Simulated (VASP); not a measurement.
# Au (Gold) with rev-vdW-DF2: from relaxation to properties

Aim: relax Au (Gold) with rev-vdW-DF2, compute its properties on that cell and hold them against experiment. The steps: relaxing cell and atoms (rev-vdW-DF2), second relaxation, single point with fields (rev-vdW-DF2), bands along the symmetry lines (rev-vdW-DF2), total and projected DOS (rev-vdW-DF2), volume scan with rev-vdW-DF2, fit for rev-vdW-DF2, core-level energies (rev-vdW-DF2) and band structure (rev-vdW-DF2 + SOC). Left out of this account: 1 further run (phonons: it ended without a result to show). The start is a cell from a database of measured crystal structures.

Main program and level: VASP 6.6.1; rev-vdW-DF2; plane waves and PAW (Au), in the first sound run; inputs show where later runs differ.

**Measured values to reproduce.**

For Au, fcc (bulk gold, literature value, 298 K), “Mechanisms for carbon adsorption on Au(110)-(2*1): A work function analysis” (2018, arxiv:1805.06931) quotes earlier work: lattice constant a (cubic lattice constant) 4.078 Å [Literature room-temperature value quoted in the computational methods part; includes …].

“Exploring toroidal anvil profiles for larger sample volumes above 4 Mbar” (2024, pmc:11102561) quotes from earlier work for Au, fcc (earlier literature value): bulk modulus (ambient isothermal K0) 167 GPa [Literature ultrasonic value used as fixed fit input; rounded, table lists 166.7 GPa].

The database entry behind the starting cell differs from later determinations by our own check (0.1 to 0.3 % short, probably kX units), so it need not match the best structure at ambient conditions.

### Step 1. Starting point

Before any relaxation, the start is as follows. The structure is cubic, space group Fm-3m (No. 225). Conventional cell: a = 4.070 Å, b = 4.070 Å, c = 4.070 Å, α = 90.00°, β = 90.00°, γ = 90.00°. Nearest to Au lie 12 Au at 2.88 Å.

### Step 2. Relaxing cell and atoms (rev-vdW-DF2)

The start need not lie at this functional's minimum. ISIF = 3 frees volume, shape and positions, and EDIFFG sets the threshold on forces and stress at which the search stops. rev-vdW-DF2 revises the exchange of vdW-DF2 for solids. LUSE_VDW switches on a nonlocal correlation term for dispersion.

INCAR reads:

```
SYSTEM = Au
PREC = Accurate
ENCUT = 400
EDIFF = 1E-06
NELM = 100
ISMEAR = 1
SIGMA = 0.2
LREAL = .FALSE.
ALGO = Normal
GGA = MK
AGGAC = 0
LUSE_VDW = .TRUE.
PARAM1 = 0.1234
PARAM2 = 0.711357
ZAB_VDW = -1.8867
LASPH = .TRUE.
NBANDS = 11
LORBIT = 11
LWAVE = .FALSE.
LCHARG = .FALSE.
KPAR = 2
IBRION = 2
NSW = 60
ISIF = 3
EDIFFG = -0.01
```

POSCAR reads:

```
Au
1.0
    0.0000000000      2.0350000000      2.0350000000
    2.0350000000      0.0000000000      2.0350000000
    2.0350000000      2.0350000000      0.0000000000
Au
1
Direct
    0.0000000000      0.0000000000      0.0000000000
```

KPOINTS reads:

```
Automatic mesh
0
Gamma
11 11 11
0 0 0
```

PAW data sets: Au (PBE family, release 64).

On the command line:

```
> mpirun -np 2 vasp_std
```

The program printed:

```text
[banner, memory and clock lines left out]
running    2 mpi-ranks, on    1 nodes
 distrk:  each k-point on    1 cores,    2 groups
 distr:  one band on    1 cores,    1 groups

 POSCAR found type information on POSCAR Au
 POSCAR found :  1 types and       1 ions
|                                                                             |
|               ----> ADVICE to this user running VASP <----                  |
|                                                                             |
|     You have switched on vdW-DFT.                                           |
|     This routine was written and supplied by Jiri Klimes. We recommend      |
|     that you carefully read and cite the following publications:            |
|       J. Klimes, D.R. Bowler, A. Michelides                                 |
|          J. Phys.: Cond Matt. 22 022201 (2010)                              |
|       J. Klimes, D.R. Bowler, A. Michelides                                 |
|          Phys. Rev. B. 83, 195131 (2011)                                    |
|     and references therein.                                                 |
|                                                                             |

|                                                                             |
|               ----> ADVICE to this user running VASP <----                  |
|                                                                             |
|     You enforced a specific xc type in the INCAR file but a different       |
|     [... a line on the potential file left out ...]
|     I HOPE YOU KNOW WHAT YOU ARE DOING!                                     |
|                                                                             |

 LDA part: xc-table for (Slater+PW92), standard interpolation
 POSCAR, INCAR and KPOINTS ok, starting setup
 FFT: planning ... GRIDC
 FFT: planning ... GRID_SOFT
 FFT: planning ... GRID
 WAVECAR not read
 entering main loop
       N       E                     dE             d eps       ncg     rms          rms(c)
DAV:   1     0.380371306109E+02    0.38037E+02   -0.48154E+03  1376   0.709E+02
DAV:   2    -0.878919238853E+00   -0.38916E+02   -0.36553E+02  1391   0.164E+02
DAV:   3    -0.130852709144E+01   -0.42961E+00   -0.42936E+00  1414   0.165E+01
DAV:   4    -0.130985599578E+01   -0.13289E-02   -0.13289E-02  1385   0.109E+00
DAV:   5    -0.130986555911E+01   -0.95633E-05   -0.95630E-05  1418   0.877E-02    0.966E+00
DAV:   6    -0.104418620186E+01    0.26568E+00   -0.75379E-01  1301   0.738E+00    0.604E+00
DAV:   7    -0.102359500891E+01    0.20591E-01   -0.67124E-02  1403   0.220E+00    0.280E+00
DAV:   8    -0.102093232692E+01    0.26627E-02   -0.14809E-03  1325   0.368E-01    0.227E-01
DAV:   9    -0.102092818795E+01    0.41390E-05   -0.12716E-05  1397   0.304E-02    0.207E-02
DAV:  10    -0.102093153349E+01   -0.33455E-05   -0.23561E-06  1378   0.153E-02    0.713E-04
DAV:  11    -0.102093154937E+01   -0.15883E-07   -0.36261E-08   727   0.158E-03
   1 F= -.10209315E+01 E0= -.10210883E+01  d E =-.102093E+01
 curvature:   0.00 expect dE= 0.000E+00 dE for cont linesearch  0.000E+00
 trial: gam= 0.00000 g(F)=  0.352E-63 g(S)=  0.737E-01 ort = 0.000E+00 (trialstep = 0.100E+01)
 search vector abs. value=  0.737E-01
 bond charge predicted
       N       E                     dE             d eps       ncg     rms          rms(c)
DAV:   1    -0.227536781934E+01   -0.12544E+01   -0.23910E+01  1283   0.476E+01    0.784E+00
DAV:   2    -0.105780168994E+01    0.12176E+01   -0.35743E+00  1262   0.159E+01    0.373E+00
DAV:   3    -0.100195644741E+01    0.55845E-01   -0.22512E-01  1364   0.388E+00    0.282E+00
DAV:   4    -0.100077232201E+01    0.11841E-02   -0.57592E-03  1304   0.523E-01    0.567E-01
DAV:   5    -0.100083868437E+01   -0.66362E-04   -0.10047E-03  1416   0.182E-01    0.113E-02
DAV:   6    -0.100085997717E+01   -0.21293E-04   -0.13943E-05  1369   0.292E-02    0.382E-03
DAV:   7    -0.100086080482E+01   -0.82765E-06   -0.55775E-07  1212   0.523E-03
   2 F= -.10008608E+01 E0= -.10015648E+01  d E =0.200707E-01
[...]
3 F= -.10341068E+01 E0= -.10345695E+01  d E =-.131752E-01
 curvature:  -0.21 expect dE=-0.306E-05 dE for cont linesearch -0.306E-05
 ZBRENT: interpolating
 opt :   0.3668  next Energy=    -1.034109 (dE=-0.132E-01)
 bond charge predicted
       N       E                     dE             d eps       ncg     rms          rms(c)
DAV:   1    -0.103418238417E+01   -0.76021E-04   -0.13429E-03  1310   0.355E-01    0.505E-02
DAV:   2    -0.103411259116E+01    0.69793E-04   -0.21404E-04  1268   0.121E-01    0.204E-02
DAV:   3    -0.103410983141E+01    0.27597E-05   -0.12518E-05  1346   0.286E-02    0.150E-02
DAV:   4    -0.103411016814E+01   -0.33673E-06   -0.46800E-07   836   0.472E-03
   4 F= -.10341102E+01 E0= -.10345662E+01  d E =-.131786E-01
 curvature:  -0.18 expect dE=-0.571E-07 dE for cont linesearch -0.571E-07
 trial: gam=-0.00204 g(F)=  0.498E-63 g(S)=  0.309E-06 ort = 0.151E-03 (trialstep = 0.873E+00)
 search vector abs. value=  0.101E-09
 reached required accuracy - stopping structural energy minimisation
```

Wall time 23 s (2 MPI ranks of Intel Xeon 6975P-C (Granite Rapids), shared host); peak memory 0.46 GiB; 44 s of CPU time.

The logs omit lines about the potential files and the build; timing stands in the text.

Parts of OUTCAR (step 2):

```text
ion  position               nearest neighbor table
   1  0.000  0.000  0.000-

  LATTYP: Found a face centered cubic cell.
 ALAT       =     4.0700000000

 Subroutine GETGRP returns: Found 48 space group operations
 (whereof 48 operations were pure point group operations)

The static configuration has the point symmetry O_h .

 Found     56 irreducible k-points:

   k-points           NKPTS =     56   k-points in BZ     NKDIM =     56   number of bands    NBANDS=     11

   dimension x,y,z NGX =    20 NGY =   20 NGZ =   20
   dimension x,y,z NGXF=    40 NGYF=   40 NGZF=   40

   ENCUT  =  400.0 eV  29.40 Ry    5.42 a.u.   4.69  4.69  4.69*2*pi/ulx,y,z

   NELECT =      11.0000    total number of electrons

 k-points in reciprocal lattice and weights: Automatic mesh
   0.00000000  0.00000000  0.00000000       0.001
   0.09090909  0.00000000  0.00000000       0.006
   0.18181818  0.00000000  0.00000000       0.006
   0.27272727  0.00000000  0.00000000       0.006
   0.36363636  0.00000000  0.00000000       0.006
   0.45454545  0.00000000  0.00000000       0.006
   0.09090909  0.09090909  0.00000000       0.005
   0.18181818  0.09090909  0.00000000       0.018
   0.27272727  0.09090909  0.00000000       0.018
[...]
-0.36363636  0.45454545  0.18181818       0.018
  -0.27272727  0.45454545  0.18181818       0.018

 average (electrostatic) potential at core
       1 -64.5298

 E-fermi :   8.9855

 k-point     1 :       0.0000    0.0000    0.0000
  band No.  band energies     occupation
    ...
      2       4.3664      2.00000
      3       4.3664      2.00000
      4       4.3664      2.00000
      5       5.8122      2.00000
      6       5.8122      2.00000
      7      23.5943      0.00000
      8      27.3274      0.00000
      9      27.3274      0.00000
     10      27.3274      0.00000
     11      32.2953      0.00000

 k-point     2 :       0.0909    0.0000    0.0000
  band No.  band energies     occupation
    ...
      2       4.2830      2.00000
      3       4.4576      2.00000
      4       4.4576      2.00000
      5       5.7748      2.00000
      6       5.7748      2.00000
      7      23.8819      0.00000
      8      25.7217      0.00000
      9      27.6389      0.00000
     10      27.6389      0.00000
     11      32.8748      0.00000

 k-point     3 :       0.1818    0.0000    0.0000
  band No.  band energies     occupation
    ...
      2       4.1495      2.00000
      3       4.6221      2.00000
      4       4.6221      2.00000
      5       5.7805      2.00000
      6       5.7805      2.00000
      7      22.4832      0.00000
      8      24.6858      0.00000
      9      28.3619      0.00000
     10      28.3619      0.00000
     11      30.7900      0.00000

Total vdW correction in eV:      1.5030484

  Total        0.0014617      0.0014617      0.0014617     -0.0000000      0.0000000     -0.0000000
  in kB        0.1338147      0.1338147      0.1338147     -0.0000000      0.0000000     -0.0000000
  external PRESSURE =       0.1338147 kB  Pullay stress =       0.0000000 kB

  energy-cutoff  :      400.00
  volume of cell :       17.50
      direct lattice vectors                 reciprocal lattice vectors
     0.000000000  2.060700426  2.060700426    -0.242635947  0.242635947  0.242635947
     2.060700426 -0.000000000  2.060700426     0.242635947 -0.242635947  0.242635947
     2.060700426  2.060700426  0.000000000     0.242635947  0.242635947 -0.242635947

 POSITION                                       TOTAL-FORCE (eV/Angst)
 -----------------------------------------------------------------------------------
      0.00000      0.00000      0.00000         0.000000      0.000000     -0.000000
 -----------------------------------------------------------------------------------
    total drift:                                0.000000      0.000000      0.000000

  FREE ENERGIE OF THE ION-ELECTRON SYSTEM (eV)
  ---------------------------------------------------
  free  energy   TOTEN  =        -1.0341101681 eV

  energy  without entropy=       -1.0354781663  energy(sigma->0) =       -1.03456617

Total vdW correction in eV:      1.5030506

 reached required accuracy - stopping structural energy minimisation

 total charge
# of ion       s       p       d       tot
------------------------------------------
    1        0.533   0.334   8.764   9.631

[... 3 further parts left out ...]
```

CONTCAR:

```
Au
   1.00000000000000
     0.0000000000000000    2.0607004256639203    2.0607004256639203
     2.0607004256639203   -0.0000000000000000    2.0607004256639203
     2.0607004256639203    2.0607004256639203    0.0000000000000000
  Au
     1
Direct
     0.0000000000000000    0.0000000000000000    0.0000000000000000
```

This run has no spin polarisation. Its electron count is odd, so without a moment it is a metal by construction. The k-mesh is coarse for a metal. The PAW data sets were made with PBE, which is usual practice but a small mismatch for other functionals. The run keeps the 48 symmetry operations of its start, so it cannot find a distortion of lower symmetry.

Relaxation path:

```tsv
step	energy less that of the first step (eV)	largest force (eV/Å)	pressure (GPa)	volume (Å³)
1	0.0000	0.0000	6.78	16.85
2	0.0201	0.0000	-8.58	18.66
3	-0.0132	0.0000	-0.09	17.51
4	-0.0132	0.0000	0.01	17.50
```

```tsv
conventional cell, symmetrised	before	after	change
a (Å)	4.070	4.121	+1.3 %
b (Å)	4.070	4.121	+1.3 %
c (Å)	4.070	4.121	+1.3 %
volume (Å³/atom)	16.85	17.50	+3.8 %
```

Final coordinates:

```
Au
1.0
     0.00000    2.06070    2.06070
     2.06070    0.00000    2.06070
     2.06070    2.06070    0.00000
Au
1
Direct
  0.00000 0.00000 0.00000
```

Numbers from this step:

| Item | Value |
| --- | --- |
| electrons | 11 |
| bands | 11 |
| irreducible k-points | 56 |
| symmetry operations | 48 |
| free energy (TOTEN) | -1.034 eV |
| energy at zero smearing | -1.035 eV |
| Fermi energy | 8.986 eV |
| pressure | 0.01338 GPa |
| metallic | yes |
| SCF cycles over all ionic steps | 29 |

It ends with forces that vanish by symmetry and a pressure of 0.01 GPa. The volume lies +3.8 % from that of the database's start.

### Step 3. Second relaxation

A relaxation keeps the plane waves of the cell it began with, so it is repeated from the new cell, on a basis made for it.

INCAR is that of step 2.

POSCAR reads:

```
Au
1.0
    0.0000000000      2.0607004257      2.0607004257
    2.0607004257      0.0000000000      2.0607004257
    2.0607004257      2.0607004257      0.0000000000
Au
1
Direct
    0.0000000000      0.0000000000      0.0000000000
```

KPOINTS is that of step 2.

On the command line:

```
> mpirun -np 2 vasp_std
```

The program printed:

```text
[banner, memory and clock lines left out]
running    2 mpi-ranks, on    1 nodes
 distrk:  each k-point on    1 cores,    2 groups
 distr:  one band on    1 cores,    1 groups

 POSCAR found type information on POSCAR Au
 POSCAR found :  1 types and       1 ions
 [... a notice as in an earlier step ...]

 [... a notice as in an earlier step ...]

 LDA part: xc-table for (Slater+PW92), standard interpolation
 POSCAR, INCAR and KPOINTS ok, starting setup
 FFT: planning ... GRIDC
 FFT: planning ... GRID_SOFT
 FFT: planning ... GRID
 WAVECAR not read
 entering main loop
       N       E                     dE             d eps       ncg     rms          rms(c)
DAV:   1     0.390046256043E+02    0.39005E+02   -0.48928E+03  1392   0.706E+02
DAV:   2    -0.877057719910E+00   -0.39882E+02   -0.37268E+02  1376   0.164E+02
DAV:   3    -0.132166399397E+01   -0.44461E+00   -0.44433E+00  1424   0.167E+01
DAV:   4    -0.132312919920E+01   -0.14652E-02   -0.14652E-02  1355   0.112E+00
DAV:   5    -0.132314038132E+01   -0.11182E-04   -0.11182E-04  1427   0.945E-02    0.859E+00
DAV:   6    -0.105532703909E+01    0.26781E+00   -0.79932E-01  1301   0.750E+00    0.546E+00
DAV:   7    -0.103718769945E+01    0.18139E-01   -0.59216E-02  1403   0.204E+00    0.268E+00
DAV:   8    -0.103473441493E+01    0.24533E-02   -0.11022E-03  1342   0.316E-01    0.221E-01
DAV:   9    -0.103472922548E+01    0.51895E-05   -0.11462E-05  1385   0.280E-02    0.179E-02
DAV:  10    -0.103473307188E+01   -0.38464E-05   -0.25973E-06  1393   0.164E-02    0.875E-04
DAV:  11    -0.103473306571E+01    0.61729E-08   -0.42025E-08   709   0.169E-03
   1 F= -.10347331E+01 E0= -.10351890E+01  d E =-.103473E+01
 curvature:   0.00 expect dE= 0.000E+00 dE for cont linesearch  0.000E+00
 trial: gam= 0.00000 g(F)=  0.000E+00 g(S)=  0.200E-04 ort = 0.000E+00 (trialstep = 0.100E+01)
 search vector abs. value=  0.200E-04
 bond charge predicted
       N       E                     dE             d eps       ncg     rms          rms(c)
DAV:   1    -0.103508828700E+01   -0.35522E-03   -0.66925E-03  1304   0.793E-01    0.113E-01
DAV:   2    -0.103474274874E+01    0.34554E-03   -0.10645E-03  1286   0.271E-01    0.455E-02
DAV:   3    -0.103472767517E+01    0.15074E-04   -0.62761E-05  1391   0.640E-02    0.337E-02
DAV:   4    -0.103472689589E+01    0.77928E-06   -0.23858E-06  1328   0.107E-02
   2 F= -.10347269E+01 E0= -.10351980E+01  d E =0.616982E-05
 trial-energy change:    0.000006  1 .order    0.000003   -0.000020    0.000026
 step:   0.4311(harm=  0.4311)  dis= 0.00000  next Energy=    -1.034737 (dE=-0.432E-05)
 bond charge predicted
       N       E                     dE             d eps       ncg     rms          rms(c)
DAV:   1    -0.103485326018E+01   -0.12559E-03   -0.21788E-03  1298   0.452E-01    0.642E-02
DAV:   2    -0.103474084385E+01    0.11242E-03   -0.34480E-04  1283   0.154E-01    0.257E-02
DAV:   3    -0.103473626448E+01    0.45794E-05   -0.20187E-05  1367   0.363E-02    0.190E-02
DAV:   4    -0.103473665349E+01   -0.38901E-06   -0.76277E-07  1241   0.602E-03
   3 F= -.10347367E+01 E0= -.10351990E+01  d E =-.358778E-05
 curvature:  -0.22 expect dE=-0.212E-06 dE for cont linesearch -0.212E-06
 trial: gam= 0.00000 g(F)=  0.311E-64 g(S)=  0.984E-06 ort =-0.444E-05 (trialstep = 0.886E+00)
 search vector abs. value=  0.984E-06
 reached required accuracy - stopping structural energy minimisation
```

The job ended after 15 s (2 MPI ranks; peak memory 0.44 GiB; 29 s of CPU time).

Parts of OUTCAR (step 3):

```text
  LATTYP: Found a face centered cubic cell.
 ALAT       =     4.1214008514

The static configuration has the point symmetry O_h .

 Found     56 irreducible k-points:

   ENCUT  =  400.0 eV  29.40 Ry    5.42 a.u.   4.75  4.75  4.75*2*pi/ulx,y,z

   NELECT =      11.0000    total number of electrons

 E-fermi :   8.9747

 k-point     1 :       0.0000    0.0000    0.0000
  band No.  band energies     occupation
    ...
      2       4.3583      2.00000
      3       4.3583      2.00000
      4       4.3583      2.00000
      5       5.8022      2.00000
      6       5.8022      2.00000
      7      23.5833      0.00000
      8      27.3120      0.00000
      9      27.3120      0.00000
     10      27.3120      0.00000
     11      32.2777      0.00000

 k-point     2 :       0.0909    0.0000    0.0000
  band No.  band energies     occupation
    ...
      2       4.2750      2.00000
      3       4.4493      2.00000
      4       4.4493      2.00000
      5       5.7649      2.00000
      6       5.7649      2.00000
      7      23.8700      0.00000
      8      25.7062      0.00000
      9      27.6228      0.00000
     10      27.6228      0.00000
     11      32.8540      0.00000

Total vdW correction in eV:      1.5037868

  Total       -0.0026078     -0.0026078     -0.0026078      0.0000000      0.0000000      0.0000000
  in kB       -0.2385594     -0.2385594     -0.2385594      0.0000000      0.0000000      0.0000000
  external PRESSURE =      -0.2385594 kB  Pullay stress =       0.0000000 kB

  energy-cutoff  :      400.00
  volume of cell :       17.51
      direct lattice vectors                 reciprocal lattice vectors
    -0.000000000  2.061204737  2.061204737    -0.242576582  0.242576582  0.242576582
     2.061204737  0.000000000  2.061204737     0.242576582 -0.242576582  0.242576582
     2.061204737  2.061204737 -0.000000000     0.242576582  0.242576582 -0.242576582

 POSITION                                       TOTAL-FORCE (eV/Angst)
 -----------------------------------------------------------------------------------
      0.00000      0.00000      0.00000         0.000000     -0.000000     -0.000000
 -----------------------------------------------------------------------------------
    total drift:                                0.000000     -0.000000      0.000000

  FREE ENERGIE OF THE ION-ELECTRON SYSTEM (eV)
  ---------------------------------------------------
  free  energy   TOTEN  =        -1.0347366535 eV

  energy  without entropy=       -1.0361237373  energy(sigma->0) =       -1.03519901

Total vdW correction in eV:      1.5037887

 total charge
# of ion       s       p       d       tot
------------------------------------------
    1        0.532   0.334   8.764   9.630

[... 6 parts as in an earlier step ...]

[... 5 further parts left out ...]
```

Little changed from the start: no atom moved by 0.005 Å and no cell edge by 0.1 %.

This step gave:

```
free energy (TOTEN)             : -1.035 eV
Fermi energy                    : 8.975 eV
pressure                        : -0.02386 GPa
SCF cycles over all ionic steps : 19
```

It ends with forces that vanish by symmetry and a pressure of -0.02 GPa. The volume moved by only 0.07 %, so the volume is settled.

(Part 1 of 4 ends here.)

[Lines on the potential files, build, host, timing and source positions are cut from VASP's logs without a mark.]

[Logs are printed without paths, hosts, clocks, repeated set-up lines and the standing remarks that a program may print on its own settings, such as how far it seeks lower states.]

[Hosts, paths, dates, database ids (printed as entryN), source tags and the programs' standing remarks are cut or masked in the printed files.]

[A measured line is paired with the nearest computed mode of its activity, which favours agreement.]
